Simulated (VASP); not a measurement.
Calculation: PBE GGA, VASP's PBE PAW potentials (set 64) (plane waves; VASP).

The input files of a VASP run:

INCAR:
```
ALGO  =  Normal
AMIX  =  0.05
BMIX  =  0.0001
EDIFF  =  1E-6
ENCUT  =  400
GGA  =  PE
IMIX  =  1
ISIF  =  2
ISMEAR  =  1
LASPH  =  T
LCHARG  =  F
LMAXMIX  =  6
LREAL  =  F
LWAVE  =  F
NELM  =  100
PREC  =  Accurate
SIGMA  =  0.1
SYSTEM  =  Tm
```

### POSCAR
```
Tm
1
    1.7841230000    -3.1452920000     0.0000000000
    1.7841230000     3.1452920000     0.0000000000
    0.0000000000     0.0000000000     5.4315560000
Tm
2
Direct
  0.3333330000   0.6666670000   0.2500000000
  0.6920190000   0.3586850000   0.7500000000
```

File KPOINTS:
```
Automatic mesh
0
Gamma
11 11 6
0 0 0
```

POTCAR, in this order: Tm_3 (PBE.64 set). Program: vasp_std.

The resulting files:

**OSZICAR**
```
...
DAV:   6    -0.893175952599E+01    0.13357E-02   -0.99808E-04 10532   0.338E-01    0.221E+01
DAV:   7    -0.893056777388E+01    0.11918E-02   -0.67069E-04  9868   0.306E-01    0.210E+01
DAV:   8    -0.892964880269E+01    0.91897E-03   -0.54099E-04  9826   0.277E-01    0.200E+01
DAV:   9    -0.892902268388E+01    0.62612E-03   -0.45596E-04  9513   0.256E-01    0.189E+01
DAV:  10    -0.892867077227E+01    0.35191E-03   -0.40218E-04  9628   0.240E-01    0.180E+01
DAV:  11    -0.892855562261E+01    0.11515E-03   -0.34063E-04  9500   0.220E-01    0.171E+01
DAV:  12    -0.892863413809E+01   -0.78515E-04   -0.29723E-04  9579   0.206E-01    0.162E+01
DAV:  13    -0.892886511418E+01   -0.23098E-03   -0.25439E-04  9482   0.190E-01    0.154E+01
DAV:  14    -0.892921191417E+01   -0.34680E-03   -0.22155E-04  9560   0.177E-01    0.146E+01
DAV:  15    -0.892964337428E+01   -0.43146E-03   -0.18941E-04  9481   0.164E-01    0.139E+01
DAV:  16    -0.893013380132E+01   -0.49043E-03   -0.16555E-04  9556   0.153E-01    0.132E+01
DAV:  17    -0.893066243088E+01   -0.52863E-03   -0.14194E-04  9508   0.142E-01    0.125E+01
DAV:  18    -0.893121267528E+01   -0.55024E-03   -0.12370E-04  9533   0.132E-01    0.119E+01
DAV:  19    -0.893177155741E+01   -0.55888E-03   -0.10674E-04  9488   0.123E-01    0.113E+01
DAV:  20    -0.893232901216E+01   -0.55745E-03   -0.92871E-05  9528   0.115E-01    0.107E+01
DAV:  21    -0.893287739570E+01   -0.54838E-03   -0.80358E-05  9491   0.107E-01    0.102E+01
DAV:  22    -0.893341100231E+01   -0.53361E-03   -0.69955E-05  9515   0.100E-01    0.965E+00
DAV:  23    -0.893392570033E+01   -0.51470E-03   -0.60667E-05  9507   0.932E-02    0.916E+00
DAV:  24    -0.893441860467E+01   -0.49290E-03   -0.52840E-05  9507   0.871E-02    0.870E+00
DAV:  25    -0.893488783189E+01   -0.46923E-03   -0.45903E-05  9520   0.813E-02    0.826E+00
DAV:  26    -0.893533227501E+01   -0.44444E-03   -0.39988E-05  9515   0.760E-02    0.784E+00
DAV:  27    -0.893575144245E+01   -0.41917E-03   -0.34806E-05  9510   0.710E-02    0.745E+00
DAV:  28    -0.893614531464E+01   -0.39387E-03   -0.30337E-05  9497   0.664E-02    0.707E+00
DAV:  29    -0.893651423671E+01   -0.36892E-03   -0.26457E-05  9521   0.622E-02    0.672E+00
DAV:  30    -0.893685882066E+01   -0.34458E-03   -0.23057E-05  9486   0.581E-02    0.638E+00
DAV:  31    -0.893717987896E+01   -0.32106E-03   -0.20142E-05  9497   0.545E-02    0.606E+00
DAV:  32    -0.893747836511E+01   -0.29849E-03   -0.17580E-05  9486   0.510E-02    0.575E+00
DAV:  33    -0.893775532623E+01   -0.27696E-03   -0.15369E-05  9484   0.478E-02    0.546E+00
DAV:  34    -0.893801186446E+01   -0.25654E-03   -0.13415E-05  9378   0.448E-02    0.519E+00
DAV:  35    -0.893824911484E+01   -0.23725E-03   -0.11773E-05  9444   0.421E-02    0.492E+00
DAV:  36    -0.893846821652E+01   -0.21910E-03   -0.10270E-05  9330   0.394E-02    0.468E+00
DAV:  37    -0.893867029653E+01   -0.20208E-03   -0.90194E-06  9328   0.371E-02    0.444E+00
DAV:  38    -0.893885645995E+01   -0.18616E-03   -0.78827E-06  9240   0.348E-02    0.422E+00
DAV:  39    -0.893902777541E+01   -0.17132E-03   -0.69492E-06  9152   0.328E-02    0.400E+00
DAV:  40    -0.893918527095E+01   -0.15750E-03   -0.60831E-06  8972   0.309E-02    0.380E+00
DAV:  41    -0.893932993787E+01   -0.14467E-03   -0.54959E-06  9129   0.293E-02    0.361E+00
DAV:  42    -0.893946270601E+01   -0.13277E-03   -0.46429E-06  8639   0.272E-02    0.343E+00
DAV:  43    -0.893958446149E+01   -0.12176E-03   -0.43131E-06  8452   0.262E-02    0.326E+00
DAV:  44    -0.893969603979E+01   -0.11158E-03   -0.36506E-06  7587   0.247E-02    0.309E+00
DAV:  45    -0.893979822924E+01   -0.10219E-03   -0.34231E-06  7434   0.239E-02    0.294E+00
DAV:  46    -0.893989176143E+01   -0.93532E-04   -0.28001E-06  6729   0.222E-02    0.279E+00
DAV:  47    -0.893997732102E+01   -0.85560E-04   -0.27322E-06  6998   0.214E-02    0.265E+00
DAV:  48    -0.894005554279E+01   -0.78222E-04   -0.21925E-06  6159   0.199E-02    0.251E+00
DAV:  49    -0.894012701282E+01   -0.71470E-04   -0.21800E-06  6272   0.193E-02    0.239E+00
DAV:  50    -0.894019229338E+01   -0.65281E-04   -0.20462E-06  6162   0.184E-02    0.227E+00
DAV:  51    -0.894025189332E+01   -0.59600E-04   -0.18618E-06  5905   0.173E-02    0.215E+00
DAV:  52    -0.894030629566E+01   -0.54402E-04   -0.17468E-06  5910   0.165E-02    0.204E+00
DAV:  53    -0.894035591163E+01   -0.49616E-04   -0.12704E-06  4311   0.155E-02    0.194E+00
DAV:  54    -0.894040116597E+01   -0.45254E-04   -0.16618E-06  5032   0.151E-02    0.184E+00
DAV:  55    -0.894044243678E+01   -0.41271E-04   -0.13013E-06  4771   0.145E-02    0.175E+00
DAV:  56    -0.894048003320E+01   -0.37596E-04   -0.10959E-06  3841   0.140E-02    0.166E+00
DAV:  57    -0.894051430903E+01   -0.34276E-04   -0.13246E-06  4614   0.134E-02    0.158E+00
DAV:  58    -0.894054554034E+01   -0.31231E-04   -0.10387E-06  4701   0.130E-02    0.150E+00
DAV:  59    -0.894057397072E+01   -0.28430E-04   -0.81058E-07  3839   0.123E-02    0.142E+00
DAV:  60    -0.894059985522E+01   -0.25885E-04   -0.85061E-07  3599   0.118E-02    0.135E+00
DAV:  61    -0.894062342907E+01   -0.23574E-04   -0.83469E-07  3654   0.118E-02    0.128E+00
DAV:  62    -0.894064487766E+01   -0.21449E-04   -0.68585E-07  3531   0.122E-02    0.122E+00
DAV:  63    -0.894066438702E+01   -0.19509E-04   -0.64060E-07  3304   0.123E-02    0.116E+00
DAV:  64    -0.894068213625E+01   -0.17749E-04   -0.63097E-07  3297   0.121E-02    0.110E+00
DAV:  65    -0.894069828847E+01   -0.16152E-04   -0.63692E-07  3557   0.118E-02    0.104E+00
DAV:  66    -0.894071297588E+01   -0.14687E-04   -0.53057E-07  3342   0.117E-02    0.992E-01
DAV:  67    -0.894072632579E+01   -0.13350E-04   -0.46355E-07  3202   0.116E-02    0.942E-01
DAV:  68    -0.894073846124E+01   -0.12135E-04   -0.46190E-07  3237   0.111E-02    0.894E-01
DAV:  69    -0.894074949792E+01   -0.11037E-04   -0.44611E-07  3202   0.105E-02    0.849E-01
DAV:  70    -0.894075952935E+01   -0.10031E-04   -0.38098E-07  3202   0.101E-02    0.806E-01
DAV:  71    -0.894076864139E+01   -0.91120E-05   -0.33505E-07  3227   0.987E-03    0.766E-01
DAV:  72    -0.894077692136E+01   -0.82800E-05   -0.32208E-07  3187   0.930E-03    0.727E-01
DAV:  73    -0.894078444421E+01   -0.75229E-05   -0.29721E-07  3242   0.900E-03    0.691E-01
DAV:  74    -0.894079127709E+01   -0.68329E-05   -0.27145E-07  3232   0.863E-03    0.656E-01
DAV:  75    -0.894079748311E+01   -0.62060E-05   -0.24103E-07  3187   0.821E-03    0.623E-01
DAV:  76    -0.894080311866E+01   -0.56355E-05   -0.22155E-07  3187   0.786E-03    0.591E-01
DAV:  77    -0.894080823559E+01   -0.51169E-05   -0.20404E-07  3207   0.750E-03    0.562E-01
DAV:  78    -0.894081288168E+01   -0.46461E-05   -0.18351E-07  3187   0.719E-03    0.533E-01
DAV:  79    -0.894081709888E+01   -0.42172E-05   -0.16808E-07  3197   0.686E-03    0.506E-01
DAV:  80    -0.894082092690E+01   -0.38280E-05   -0.15546E-07  3197   0.654E-03    0.481E-01
DAV:  81    -0.894082440122E+01   -0.34743E-05   -0.13914E-07  3187   0.628E-03    0.457E-01
DAV:  82    -0.894082755369E+01   -0.31525E-05   -0.12769E-07  3187   0.600E-03    0.434E-01
DAV:  83    -0.894083041392E+01   -0.28602E-05   -0.11591E-07  3187   0.576E-03    0.412E-01
DAV:  84    -0.894083300943E+01   -0.25955E-05   -0.10788E-07  3187   0.546E-03    0.391E-01
DAV:  85    -0.894083536354E+01   -0.23541E-05   -0.96539E-08  3187   0.523E-03    0.371E-01
DAV:  86    -0.894083749923E+01   -0.21357E-05   -0.87844E-08  3187   0.500E-03    0.353E-01
DAV:  87    -0.894083943548E+01   -0.19363E-05   -0.79945E-08  3187   0.479E-03    0.335E-01
DAV:  88    -0.894084119166E+01   -0.17562E-05   -0.73239E-08  3187   0.456E-03    0.318E-01
DAV:  89    -0.894084278433E+01   -0.15927E-05   -0.66298E-08  3187   0.435E-03    0.302E-01
DAV:  90    -0.894084422780E+01   -0.14435E-05   -0.60307E-08  3187   0.414E-03    0.287E-01
DAV:  91    -0.894084553615E+01   -0.13084E-05   -0.54617E-08  3187   0.398E-03    0.272E-01
DAV:  92    -0.894084672185E+01   -0.11857E-05   -0.49808E-08  3187   0.377E-03    0.258E-01
DAV:  93    -0.894084779677E+01   -0.10749E-05   -0.44964E-08  3187   0.362E-03    0.245E-01
DAV:  94    -0.894084877076E+01   -0.97399E-06   -0.41185E-08  3187   0.344E-03
   1 F= -.89408488E+01 E0= -.89412961E+01  d E =0.134212E-02
```

File OUTCAR:
```
------------------------ aborting loop because EDIFF is reached ----------------------------------------
  FORCE on cell =-STRESS in cart. coord.  units (eV):
  Direction    XX          YY          ZZ          XY          YZ          ZX
  --------------------------------------------------------------------------------------
  Total       -0.1402885     -0.5988485      0.4147039     -0.1484989      0.0000000      0.0000000
  in kB       -3.6871655    -15.7393764     10.8995526     -3.9029576      0.0000000      0.0000000
  external PRESSURE =      -2.8423298 kB  Pullay stress =       0.0000000 kB
  volume of cell :       60.96
      direct lattice vectors                 reciprocal lattice vectors
     1.784123000 -3.145292000  0.000000000     0.280249736 -0.158967752  0.000000000
     1.784123000  3.145292000  0.000000000     0.280249736  0.158967752  0.000000000
     0.000000000  0.000000000  5.431556000     0.000000000  0.000000000  0.184109305
 POSITION                                       TOTAL-FORCE (eV/Angst)
 -----------------------------------------------------------------------------------
      1.78412      1.04843      1.35789         0.155070     -0.035586      0.000000
      1.87459     -1.04843      4.07367        -0.155070      0.035586      0.000000
 -----------------------------------------------------------------------------------
    total drift:                                0.000003     -0.000000      0.000000
  FREE ENERGIE OF THE ION-ELECTRON SYSTEM (eV)
  ---------------------------------------------------
  free  energy   TOTEN  =        -8.9408487708 eV

  energy  without entropy=       -8.9421908955  energy(sigma->0) =       -8.94129615
```
(Selected blocks of OUTCAR.)

The 4f electrons are frozen in the core of the lanthanide potential, so 4f levels, which can set the real gap, and their magnetism are missing.

The compound is Tm in the hcp structure. The cell was not relaxed at this level, atoms are displaced from their ideal sites. The run is one of a series of settings (AMIX = 0.05, BMIX = 0.0001, IMIX = 1 against the base run), some of them coarse on purpose.
